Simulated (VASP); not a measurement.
Output of a VASP run:

**OSZICAR**
```
       N       E                     dE             d eps       ncg     rms          rms(c)
DAV:   1     0.400069437910E+02    0.40007E+02   -0.57683E+03  1168   0.902E+02
DAV:   2    -0.152675627772E+02   -0.55275E+02   -0.49229E+02  1336   0.167E+02
DAV:   3    -0.167998764961E+02   -0.15323E+01   -0.15169E+01  1424   0.274E+01
DAV:   4    -0.168139993521E+02   -0.14123E-01   -0.14133E-01  1368   0.305E+00
DAV:   5    -0.168142151995E+02   -0.21585E-03   -0.21598E-03  1424   0.401E-01    0.840E+00
DAV:   6    -0.163647870206E+02    0.44943E+00   -0.24967E+00  1296   0.155E+01    0.219E+00
DAV:   7    -0.162847876647E+02    0.79999E-01   -0.20512E-01  1236   0.461E+00    0.165E+00
DAV:   8    -0.162550653529E+02    0.29722E-01   -0.33465E-02  1292   0.185E+00    0.250E-01
DAV:   9    -0.162551558825E+02   -0.90530E-04   -0.16883E-03  1372   0.397E-01    0.167E-01
DAV:  10    -0.162553085561E+02   -0.15267E-03   -0.30931E-04  1280   0.145E-01    0.174E-02
DAV:  11    -0.162553104567E+02   -0.19006E-05   -0.15689E-05  1368   0.420E-02    0.823E-03
DAV:  12    -0.162553128386E+02   -0.23819E-05   -0.58080E-06  1252   0.181E-02    0.216E-03
DAV:  13    -0.162553120400E+02    0.79856E-06   -0.46929E-07  1392   0.704E-03    0.593E-04
DAV:  14    -0.162553121181E+02   -0.78052E-07   -0.20940E-08   796   0.118E-03
   1 F= -.16255312E+02 E0= -.16255312E+02  d E =0.000000E+00
```

File OUTCAR:
```
------------------------ aborting loop because EDIFF is reached ----------------------------------------
  FORCE on cell =-STRESS in cart. coord.  units (eV):
  Direction    XX          YY          ZZ          XY          YZ          ZX
  --------------------------------------------------------------------------------------
  Total        0.0044151      0.0044151      0.0044151      0.0000000      0.0000000      0.0000000
  in kB        0.1348144      0.1348144      0.1348144      0.0000000      0.0000000      0.0000000
  external PRESSURE =       0.1348144 kB  Pullay stress =       0.0000000 kB
  volume of cell :       52.47
      direct lattice vectors                 reciprocal lattice vectors
     0.000000000  2.971396964  2.971396964    -0.168271021  0.168271021  0.168271021
     2.971396964  0.000000000  2.971396964     0.168271021 -0.168271021  0.168271021
     2.971396964  2.971396964  0.000000000     0.168271021  0.168271021 -0.168271021
 POSITION                                       TOTAL-FORCE (eV/Angst)
 -----------------------------------------------------------------------------------
      1.48570      1.48570      1.48570        -0.000000     -0.000000      0.000000
      4.45710      4.45710      4.45710         0.000000      0.000000     -0.000000
      0.00000      0.00000      0.00000        -0.000000     -0.000000     -0.000000
 -----------------------------------------------------------------------------------
    total drift:                               -0.000000     -0.000000      0.000000
  FREE ENERGIE OF THE ION-ELECTRON SYSTEM (eV)
  ---------------------------------------------------
  free  energy   TOTEN  =       -16.2553121181 eV

  energy  without entropy=      -16.2553121181  energy(sigma->0) =      -16.25531212

 total charge

# of ion       s       p       d       tot
------------------------------------------
    1        0.400   0.357   0.000   0.757
    2        0.400   0.357   0.000   0.757
    3        0.826   0.704   8.151   9.681
--------------------------------------------------
tot          1.626   1.418   8.151  11.195
```
(Selected blocks of OUTCAR.)

**POSCAR**
```
PtAl2
1
    0.0000000000     2.9713969636     2.9713969636
    2.9713969636     0.0000000000     2.9713969636
    2.9713969636     2.9713969636     0.0000000000
Al Pt
2 1
Direct
  0.2500000000   0.2500000000   0.2500000000
  0.7500000000   0.7500000000   0.7500000000
  0.0000000000   0.0000000000   0.0000000000
```

Task: Write an INCAR and KPOINTS that could have produced this output.

Result: This is not unique; one that fits is the input of the run itself, PBE GGA, plane waves, VASP's PBE PAW potentials (set 64).

**INCAR**
```
SYSTEM = PtAl2
PREC = Accurate; ENCUT = 400; LREAL = .FALSE.
LASPH = .TRUE.
EDIFF = 1E-7; NELM = 100; ALGO = Normal
LMAXMIX = 6
ISMEAR = -5
GGA = PE
ISIF = 2
LWAVE = .FALSE.; LCHARG = .TRUE.; LORBIT = 11
NEDOS = 601
LEFG = .TRUE.
```

### KPOINTS
```
Automatic mesh
0
Gamma
10 10 10
0 0 0
```

POTCAR, in this order: Al Pt (PBE.64 set). Program: vasp_std.

For a metal the tetrahedron method with Blöchl corrections gives inexact stress and forces.

The compound is PtAl2 in the fluorite structure. It was relaxed first.
